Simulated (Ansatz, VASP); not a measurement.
# K2LiBrF2: VASP beside Ansatz

Wanted: the spread between two codes on one cell, functional and k mesh. The cell is generated by rule, not measured, and may not be a known phase. Of the first pair: The cell is taken from a series of runs on this material, whose earlier steps may have relaxed, scaled, displaced or heated it; both programs get it as it stands.

Calculated with Ansatz 0.2.0; plane waves, with VASP 6.6.1 beside it; relaxation of cell and atoms at PBEsol.

## 1. Starting point

It takes space group I4/mmm (No. 139, tetragonal). The conventional cell has a = 3.709 Å, b = 3.709 Å, c = 17.749 Å, α = 90.00°, β = 90.00°, γ = 90.00°. Nearest to Br lie 4 Li at 2.62 Å and 2 K at 3.16 Å. Nearest to F lie 5 K at 2.62 to 2.66 Å. Nearest to K lie 5 F at 2.62 to 2.66 Å and 1 Br at 3.16 Å. Nearest to Li lie 4 Br at 2.62 Å. Farther neighbours and most contacts between anions are not listed.

Structure file:

```cif
data_structure
_symmetry_space_group_name_H-M 'P 1'
_symmetry_Int_Tables_number 1
_cell_length_a 3.7088
_cell_length_b 3.7088
_cell_length_c 9.2538
_cell_angle_alpha 101.560
_cell_angle_beta 78.440
_cell_angle_gamma 90.000
_cell_volume 122.07
loop_
_atom_site_label
_atom_site_type_symbol
_atom_site_fract_x
_atom_site_fract_y
_atom_site_fract_z
_atom_site_occupancy
Br1 Br 0.16667 0.83333 0.66667 1
F2 F 0.49484 0.50516 0.01032 1
F3 F 0.83849 0.16151 0.32302 1
K4 K 0.98858 0.01142 0.02284 1
K5 K 0.34475 0.65525 0.31049 1
Li6 Li 0.66667 0.33333 0.66667 1
```

## 2. VASP: relaxation of cell and atoms, PBEsol, pair 1

The relaxed volume is the usual yardstick between codes: in a stiff, nearly cubic crystal its relative difference is about their pressure difference at one cell divided by the bulk modulus.

Lines of VASP's logs that name or quote its potential files are left out, and so is its time.

INCAR

```
SYSTEM = K2LiBrF2
PREC = Accurate
ENCUT = 750
EDIFF = 1E-07
NELM = 120
ISMEAR = 0
SIGMA = 0.02
LREAL = .FALSE.
ALGO = Normal
GGA = PS
NBANDS = 27
LORBIT = 11
LWAVE = .FALSE.
LCHARG = .FALSE.
ISIF = 3
IBRION = 2
NSW = 80
EDIFFG = -0.005
LASPH = .TRUE.
GGA_COMPAT = .FALSE.
NELMIN = 4
EFERMI = MIDGAP
KPAR = 2
```

POSCAR

```
K2LiBrF2
1.0
    2.6225420000      2.6225420000      0.0000000000
   -2.6225420000      2.6225420000      0.0000000000
    2.6225420000      0.0000000000      8.8744060000
Br F K Li
1 2 2 1
Direct
    0.1666666479      0.8333333521      0.6666667042
    0.4948414576      0.5051585424      0.0103170849
    0.8384918382      0.1615081618      0.3230163236
    0.9885790666      0.0114209334      0.0228418668
    0.3447542292      0.6552457708      0.3104915416
    0.6666666479      0.3333333521      0.6666667042
```

KPOINTS

```
Automatic mesh
0
Gamma
6 6 6
0 0 0
```

Potentials, in the order of the species: Br, F, K_sv and Li_sv (PBE family, release 64).

Launch:

```console
$ mpirun -np 2 vasp_std
```

Numbers of over 12 decimals in the logs are rounded to 6 here.

The program printed:

```text
[banner, memory and clock lines left out]
running    2 mpi-ranks, on    1 nodes
 distrk:  each k-point on    1 cores,    2 groups
 distr:  one band on    1 cores,    1 groups

 POSCAR found type information on POSCAR BrF K Li
 POSCAR found :  4 types and       6 ions
|                                                                             |
|               ----> ADVICE to this user running VASP <----                  |
|                                                                             |
|     You enforced a specific xc type in the INCAR file but a different       |
|     [... a line on the potential file left out ...]
|     I HOPE YOU KNOW WHAT YOU ARE DOING!                                     |
|                                                                             |

 LDA part: xc-table for (Slater+PW92), standard interpolation
 POSCAR, INCAR and KPOINTS ok, starting setup
 FFT: planning ... GRIDC
 FFT: planning ... GRID_SOFT
 FFT: planning ... GRID
 WAVECAR not read
 entering main loop
       N       E                     dE             d eps       ncg     rms          rms(c)
DAV:   1     0.418873671286E+03    0.41887E+03   -0.24734E+04  1620   0.194E+03
DAV:   2     0.953124547462E+01   -0.40934E+03   -0.39785E+03  1893   0.454E+02
DAV:   3    -0.221512754582E+02   -0.31683E+02   -0.31569E+02  2053   0.116E+02
DAV:   4    -0.260998152184E+02   -0.39485E+01   -0.39403E+01  2960   0.225E+01
DAV:   5    -0.261699356288E+02   -0.70120E-01   -0.70095E-01  2135   0.398E+00    0.896E+00
DAV:   6    -0.237688942029E+02    0.24010E+01   -0.10428E+01  1773   0.168E+01    0.577E+00
DAV:   7    -0.236834715238E+02    0.85423E-01   -0.51050E-01  2496   0.404E+00    0.399E+00
DAV:   8    -0.236066419369E+02    0.76830E-01   -0.21309E-01  2181   0.379E+00    0.577E-01
DAV:   9    -0.236039539813E+02    0.26880E-02   -0.45619E-02  2584   0.114E+00    0.280E-01
DAV:  10    -0.236013964054E+02    0.25576E-02   -0.74800E-03  2311   0.568E-01    0.105E-01
DAV:  11    -0.235995194215E+02    0.18770E-02   -0.50670E-03  2306   0.503E-01    0.775E-02
DAV:  12    -0.235996121996E+02   -0.92778E-04   -0.14477E-03  2146   0.203E-01    0.330E-02
DAV:  13    -0.235996263919E+02   -0.14192E-04   -0.14052E-04  2794   0.689E-02    0.155E-02
DAV:  14    -0.235996356524E+02   -0.92605E-05   -0.27437E-05  2193   0.386E-02    0.101E-02
DAV:  15    -0.235996372052E+02   -0.15528E-05   -0.79648E-06  2058   0.161E-02    0.331E-03
DAV:  16    -0.235996376374E+02   -0.43218E-06   -0.63824E-07  2142   0.487E-03    0.164E-03
DAV:  17    -0.235996376945E+02   -0.57144E-07   -0.13216E-07  1647   0.269E-03
   1 F= -.23599638E+02 E0= -.23599638E+02  d E =-.235996E+02
[... from here on, the cycles between the ionic steps are left out ...]
   2 F= -.23599708E+02 E0= -.23599708E+02  d E =-.705518E-04
   3 F= -.23599755E+02 E0= -.23599755E+02  d E =-.117539E-03
   4 F= -.23599741E+02 E0= -.23599741E+02  d E =-.103522E-03
   5 F= -.23599767E+02 E0= -.23599767E+02  d E =-.129047E-03
   6 F= -.23599803E+02 E0= -.23599803E+02  d E =-.364028E-04
   7 F= -.23599836E+02 E0= -.23599836E+02  d E =-.693625E-04
   8 F= -.23599839E+02 E0= -.23599839E+02  d E =-.719445E-04
   9 F= -.23599867E+02 E0= -.23599867E+02  d E =-.279899E-04
  10 F= -.23599889E+02 E0= -.23599889E+02  d E =-.503364E-04
  11 F= -.23599877E+02 E0= -.23599877E+02  d E =-.387542E-04
  12 F= -.23599894E+02 E0= -.23599894E+02  d E =-.548883E-04
 curvature:  -1.58 expect dE=-0.841E-05 dE for cont linesearch -0.119E-08
 trial: gam= 0.28010 g(F)=  0.525E-05 g(S)=  0.842E-07 ort = 0.147E-06 (trialstep = 0.304E+01)
 search vector abs. value=  0.767E-05
 bond charge predicted
       N       E                     dE             d eps       ncg     rms          rms(c)
DAV:   1    -0.235998847059E+02    0.89089E-05   -0.15067E-02  1620   0.806E-01    0.236E-02
DAV:   2    -0.235999087117E+02   -0.24006E-04   -0.32697E-04  1784   0.129E-01    0.104E-02
DAV:   3    -0.235999072754E+02    0.14364E-05   -0.93338E-06  2608   0.176E-02    0.580E-03
DAV:   4    -0.235999063114E+02    0.96394E-06   -0.19328E-06  2165   0.107E-02    0.234E-03
DAV:   5    -0.235999061495E+02    0.16197E-06   -0.52859E-07  2332   0.465E-03    0.991E-04
DAV:   6    -0.235999060611E+02    0.88402E-07   -0.36944E-08   979   0.132E-03
  13 F= -.23599906E+02 E0= -.23599906E+02  d E =-.124864E-04
 trial-energy change:   -0.000012  1 .order   -0.000012   -0.000016   -0.000008
 step:   6.2026(harm=  6.2026)  dis= 0.00207  next Energy=   -23.599910 (dE=-0.167E-04)
 reached required accuracy - stopping structural energy minimisation
```

From OUTCAR (step 2):

```text
ion  position               nearest neighbor table
   1  0.167  0.833  0.667-   6 2.62   6 2.62   6 2.62   6 2.62   5 3.16   4 3.16
   2  0.495  0.505  0.010-   4 2.62   4 2.62   4 2.62   4 2.62   5 2.66
   3  0.838  0.162  0.323-   5 2.62   5 2.62   5 2.62   5 2.62   4 2.66
   4  0.989  0.011  0.023-   2 2.62   2 2.62   2 2.62   2 2.62   3 2.66   1 3.16   5 3.66   5 3.66
                             5 3.66   5 3.66
   5  0.345  0.655  0.310-   3 2.62   3 2.62   3 2.62   3 2.62   2 2.66   1 3.16   4 3.66   4 3.66
                             4 3.66   4 3.66
   6  0.667  0.333  0.667-   1 2.62   1 2.62   1 2.62   1 2.62

  LATTYP: Found a body centered tetragonal cell.
 ALAT       =     3.7088344643
 C/A-ratio  =     4.7855497922

 Subroutine GETGRP returns: Found 16 space group operations
 (whereof  8 operations were pure point group operations)

The static configuration has the point symmetry C_4v.
 The point group associated with its full space group is D_4h.

 Found     30 irreducible k-points:

   k-points           NKPTS =     30   k-points in BZ     NKDIM =     30   number of bands    NBANDS=     27

   dimension x,y,z NGX =    36 NGY =   36 NGZ =   84
   dimension x,y,z NGXF=    72 NGYF=   72 NGZF=  168

   ENCUT  =  750.0 eV  55.12 Ry    7.42 a.u.   8.28  8.28 20.66*2*pi/ulx,y,z

   NELECT =      42.0000    total number of electrons

 k-points in reciprocal lattice and weights: Automatic mesh
   0.00000000  0.00000000  0.00000000       0.005
   0.16666667  0.00000000 -0.00000000       0.037
   0.33333333  0.00000000  0.00000000       0.037
   0.50000000  0.00000000 -0.00000000       0.019
   0.16666667  0.16666667  0.00000000       0.019
   0.33333333  0.16666667  0.00000000       0.074
   0.50000000  0.16666667  0.00000000       0.074
  -0.33333333  0.16666667  0.00000000       0.074
  -0.16666667  0.16666667  0.00000000       0.037
[...]
-0.16666667  0.16666667  0.33333333       0.019
   0.00000000  0.00000000  0.50000000       0.005

 average (electrostatic) potential at core
       1 -65.3202       2 -77.0829       3 -77.0829       4 -35.2200       5 -35.2200
       6 -64.7837

 E-fermi :   0.8016

 k-point     1 :       0.0000    0.0000    0.0000
  band No.  band energies     occupation
    ...
     17      -2.1149      2.00000
     18      -2.1149      2.00000
     19      -2.1024      2.00000
     20      -2.0567      2.00000
     21      -2.0567      2.00000
     22       3.3361      0.00000
     23       5.6134      0.00000
     24       6.0780      0.00000
     25       6.3140      0.00000
     26       6.4260      0.00000
    ...

 k-point     2 :       0.1667    0.0000   -0.0000
  band No.  band energies     occupation
    ...
     17      -2.2750      2.00000
     18      -2.2355      2.00000
     19      -2.2034      2.00000
     20      -2.1306      2.00000
     21      -2.0424      2.00000
     22       3.8813      0.00000
     23       5.6437      0.00000
     24       6.0155      0.00000
     25       6.6466      0.00000
     26       7.0394      0.00000
    ...

 k-point     3 :       0.3333    0.0000    0.0000
  band No.  band energies     occupation
    ...
     17      -2.3858      2.00000
     18      -2.3791      2.00000
     19      -2.3653      2.00000
     20      -2.2344      2.00000
     21      -1.8501      2.00000
     22       4.7246      0.00000
     23       4.9086      0.00000
     24       6.3500      0.00000
     25       7.1580      0.00000
     26       7.3785      0.00000
    ...

  Total       -0.0022168     -0.0022168      0.0001791      0.0000000     -0.0000000     -0.0000000
  in kB       -0.0289606     -0.0289606      0.0023393      0.0000000     -0.0000000     -0.0000000
  external PRESSURE =      -0.0185273 kB  Pullay stress =       0.0000000 kB

  energy-cutoff  :      750.00
  volume of cell :      122.64
      direct lattice vectors                 reciprocal lattice vectors
     2.622382054  2.622382054  0.000000000     0.190666344  0.190666344 -0.056074520
    -2.622382054  2.622382054  0.000000000    -0.190666344  0.190666344  0.056074520
     2.622382054  0.000000000  8.916705851     0.000000000 -0.000000000  0.112149040

 POSITION                                       TOTAL-FORCE (eV/Angst)
 -----------------------------------------------------------------------------------
      0.00000      2.62238      5.94447         0.000000     -0.000000      0.000000
      0.00000      2.62238      0.10173         0.000000      0.000000      0.000610
      2.62238      2.62238      2.87051        -0.000000     -0.000000     -0.000610
      2.62238      2.62238      0.20237        -0.000000      0.000000      0.003584
      0.00000      2.62238      2.76986         0.000000     -0.000000     -0.003584
      2.62238      2.62238      5.94447         0.000000     -0.000000      0.000000
 -----------------------------------------------------------------------------------
    total drift:                               -0.000000     -0.000000     -0.000002

  FREE ENERGIE OF THE ION-ELECTRON SYSTEM (eV)
  ---------------------------------------------------
  free  energy   TOTEN  =       -23.5999060611 eV

  energy  without entropy=      -23.5999060611  energy(sigma->0) =      -23.59990606

 reached required accuracy - stopping structural energy minimisation

 total charge
# of ion       s       p       d       tot
------------------------------------------
    1        1.592   3.315   0.004   4.911
    2        1.723   4.338   0.000   6.061
    3        1.723   4.338   0.000   6.061
    4        1.958   5.580   0.037   7.575
    5        1.958   5.580   0.037   7.575
    6        2.006   0.035   0.000   2.041
--------------------------------------------------
tot         10.962  23.186   0.077  34.225

[... 3 further parts left out ...]
```

(Continued in part 2 of 3.)

[Lines on the potential files, build, host, timing and source positions are cut from VASP's logs without a mark.]

[Logs are printed without paths, hosts, clocks, repeated set-up lines and the standing remarks that a program may print on its own settings, such as how far it seeks lower states.]

[Hosts, paths, dates, database ids (printed as entryN), source tags and the programs' standing remarks are cut or masked in the printed files.]
